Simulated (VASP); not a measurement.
Level of theory: vdW-DF-cx, VASP's PBE PAW potentials (set 64) (plane waves; VASP).

The input files of a VASP run:

### KPOINTS
```
Automatic mesh
0
Gamma
9 9 9
0 0 0
```

**POSCAR**
```
Ni3Si
1
    3.4725249670     0.0000000000     0.0000000000
    0.0000000000     3.4725249670     0.0000000000
    0.0000000000     0.0000000000     3.4725249670
Si Ni
1 3
Direct
  0.0000000000   0.0000000000   0.0000000000
  0.0000000000   0.5000000000   0.5000000000
  0.5000000000   0.0000000000   0.5000000000
  0.5000000000   0.5000000000   0.0000000000
```

INCAR:
```
SYSTEM = Ni3Si
LREAL = .False.   ! projection in real space or not
LASPH = .True.
GGA = CX
ALGO = Normal   ! blocked Davidson
ENCUT = 520
AGGAC = 0.0
LCHARG = .False.
ISMEAR = 1
SIGMA = 0.1
LUSE_VDW = .True.
EDIFF = 1E-7   ! SCF stop (eV)
LMAXMIX = 4
ISIF = 2   ! forces and stress, cell fixed
PREC = Accurate
LWAVE = .False.
NELM = 100
```

POTCAR, in this order: Si Ni (PBE.64 set). Program: vasp_std.

What VASP printed:

File OUTCAR:
```
 ion  position               nearest neighbor table
   1  0.000  0.000  0.000-   2 2.46   3 2.46   4 2.46   2 2.46   3 2.46   2 2.46   4 2.46   2 2.46
                             3 2.46   4 2.46   3 2.46   4 2.46
   2  0.000  0.500  0.500-   1 2.46   3 2.46   4 2.46   1 2.46   4 2.46   1 2.46   3 2.46   1 2.46
                             3 2.46   4 2.46   4 2.46   3 2.46
   3  0.500  0.000  0.500-   1 2.46   2 2.46   4 2.46   1 2.46   4 2.46   2 2.46   4 2.46   4 2.46
                             1 2.46   2 2.46   1 2.46   2 2.46
   4  0.500  0.500  0.000-   1 2.46   2 2.46   3 2.46   2 2.46   3 2.46   1 2.46   3 2.46   3 2.46
                             1 2.46   2 2.46   2 2.46   1 2.46
  LATTYP: Found a simple cubic cell.
 ALAT       =     3.4725249670
 Subroutine PRICEL returns:
 Original cell was already a primitive cell.
 Subroutine GETGRP returns: Found 48 space group operations
The static configuration has the point symmetry O_h .
The dynamic configuration has the point symmetry O_h .
 Subroutine INISYM returns: Found 48 space group operations
 Subroutine IBZKPT returns following result:
 Found     35 irreducible k-points:

 Following reciprocal coordinates:
            Coordinates               Weight
  0.000000  0.000000  0.000000      1.000000
  0.111111  0.000000  0.000000      6.000000
  0.222222  0.000000  0.000000      6.000000
...
```

### OSZICAR
```
       N       E                     dE             d eps       ncg     rms          rms(c)
DAV:   1     0.210977712324E+03    0.21098E+03   -0.15724E+04  1470   0.218E+03
DAV:   2    -0.785986362949E+01   -0.21884E+03   -0.21101E+03  1470   0.378E+02
DAV:   3    -0.190054667881E+02   -0.11146E+02   -0.10712E+02  1595   0.113E+02
DAV:   4    -0.192547478610E+02   -0.24928E+00   -0.24837E+00  1698   0.150E+01
DAV:   5    -0.192637810431E+02   -0.90332E-02   -0.90326E-02  1813   0.279E+00    0.204E+01
DAV:   6    -0.188623106985E+02    0.40147E+00   -0.55134E+01  1671   0.122E+02    0.163E+01
DAV:   7    -0.155569729042E+02    0.33053E+01   -0.15950E+01  1641   0.673E+01    0.439E+00
DAV:   8    -0.154988719059E+02    0.58101E-01   -0.67119E-01  1553   0.673E+00    0.144E+00
DAV:   9    -0.154816456829E+02    0.17226E-01   -0.32842E-02  1992   0.263E+00    0.518E-01
DAV:  10    -0.154794586178E+02    0.21871E-02   -0.32043E-03  1935   0.462E-01    0.217E-01
DAV:  11    -0.154790966395E+02    0.36198E-03   -0.67236E-04  2239   0.318E-01    0.552E-02
DAV:  12    -0.154790869055E+02    0.97340E-05   -0.10476E-04  1644   0.126E-01    0.149E-02
DAV:  13    -0.154790859860E+02    0.91952E-06   -0.72702E-06  1724   0.189E-02    0.897E-03
DAV:  14    -0.154790856711E+02    0.31487E-06   -0.51287E-07  1660   0.774E-03    0.335E-03
DAV:  15    -0.154790856141E+02    0.57049E-07   -0.20333E-07   960   0.666E-03
   1 F= -.15479086E+02 E0= -.15479205E+02  d E =0.358844E-03
```

OUTCAR:
```
------------------------ aborting loop because EDIFF is reached ----------------------------------------
  FORCE on cell =-STRESS in cart. coord.  units (eV):
  Direction    XX          YY          ZZ          XY          YZ          ZX
  --------------------------------------------------------------------------------------
  Total        0.0007800      0.0007800      0.0007800      0.0000000      0.0000000     -0.0000000
  in kB        0.0298442      0.0298442      0.0298442      0.0000000      0.0000000     -0.0000000
  external PRESSURE =       0.0298442 kB  Pullay stress =       0.0000000 kB
  volume of cell :       41.87
      direct lattice vectors                 reciprocal lattice vectors
     3.472524967  0.000000000  0.000000000     0.287974891  0.000000000  0.000000000
     0.000000000  3.472524967  0.000000000     0.000000000  0.287974891  0.000000000
     0.000000000  0.000000000  3.472524967     0.000000000  0.000000000  0.287974891
 POSITION                                       TOTAL-FORCE (eV/Angst)
 -----------------------------------------------------------------------------------
      0.00000      0.00000      0.00000         0.000000      0.000000      0.000000
      0.00000      1.73626      1.73626         0.000000      0.000000      0.000000
      1.73626      0.00000      1.73626         0.000000      0.000000      0.000000
      1.73626      1.73626      0.00000         0.000000      0.000000      0.000000
 -----------------------------------------------------------------------------------
    total drift:                                0.000000      0.000000      0.000000
  FREE ENERGIE OF THE ION-ELECTRON SYSTEM (eV)
  ---------------------------------------------------
  free  energy   TOTEN  =       -15.4790856141 eV

  energy  without entropy=      -15.4794444583  energy(sigma->0) =      -15.47920523
```
(Selected blocks of OUTCAR.)

The compound is Ni3Si in the L1_2 structure. It was relaxed first. The run is not spin-polarised, so no magnetic state was tried.
